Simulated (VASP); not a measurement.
Given:

```
Bi
1.0
    4.42776    -2.30177     0.07074
    4.42776     2.30177     0.07074
    3.17074     0.00000     3.85417
Bi
2
Cartesian
  2.77899   0.00000   0.92330
  9.24727   0.00000   3.07235
```

Calculation: RPBE GGA, VASP's PBE PAW potentials (set 64) (plane waves; VASP 6.6.1). Run with 520 eV cut-off, Gaussian smearing of 0.050 eV, potentials Bi_d.

Unless said otherwise, spin-orbit coupling is left out, though it shifts the bands of the heavy elements here.

Q: Predict the band gap (along the path) with the smallest direct gap where there is one.

A: 
```
Item                                                         Result
-------------------------  ----------------------------------------
band gap (along the path)  none (metal, semimetal or under 0.01 eV)
```

Only differences to runs with the same potentials and settings are physical.

The compound is Bi in the a7 structure. It was relaxed first, which changed the volume by +9 %.
